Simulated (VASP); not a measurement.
# NaGeF$_{3}$ in VASP 6.6.1, single-point calculation

INCAR

```
NSW = 0
SIGMA = 0.02
ISIF = 2
PREC = High
ISMEAR = -1
NBANDS = 29
IBRION = -1
EDIFF = 1E-7
LASPH = .TRUE.
IVDW = 12
METAGGA = R2SCAN
LCHARG = .FALSE.
ENCUT = 520
LWAVE = .FALSE.
LREAL = .FALSE.
ALGO = Normal
NELM = 120
```

KPOINTS

```
KPOINTS created by Atomic Simulation Environment
0
Monkhorst-Pack
6 6 6
0 0 0
```

POSCAR

```
Na Ge F
 1.0000000000000000
     4.1302609449999999    0.0000000000000000    0.0000000000000000
     0.0000000000000000    4.1302609449999999    0.0000000000000000
     0.0000000000000000    0.0000000000000000    4.1302609449999999
 Na  Ge  F
   1   1   3
Cartesian
  0.0000000000000000  0.0000000000000000  0.0000000000000000
  2.0651304724999995  2.0651304724999995  2.0651304724999995
  2.0651304724999995  2.0651304724999995  0.0000000000000000
  2.0651304724999995  0.0000000000000000  2.0651304724999995
  0.0000000000000000  2.0651304724999995  2.0651304724999995
```

The recommended PBE PAW datasets give the neutral cell 42 valence electrons.

Command

```
mpirun -np 1 vasp_std
```

Standard output (part)

```
POSCAR found type information on POSCAR NaGeF
 POSCAR found :  3 types and       5 ions
|     EEEEEEE  RRRRRR   RRRRRR   OOOOOOO  RRRRRR      ###     ###     ###     |
|     E        R     R  R     R  O     O  R     R     ###     ###     ###     |
|     E        R     R  R     R  O     O  R     R     ###     ###     ###     |
|     EEEEE    RRRRRR   RRRRRR   O     O  RRRRRR       #       #       #      |
|     E        R    R   R    R   O     O  R    R      ###     ###     ###     |
|     EEEEEEE  R     R  R     R  OOOOOOO  R     R     ###     ###     ###     |
|     Unsupported xc functional, please specify VDW_S6, VDW_S8, VDW_A1        |
|     and VDW_A2 in the INCAR file.                                           |
|       ---->  I REFUSE TO CONTINUE WITH THIS SICK JOB ... BYE!!! <----       |
```

VASP stopped before the first electronic step.

The run took about 0.4 s on one core of a shared host (Intel Xeon 6975P-C).
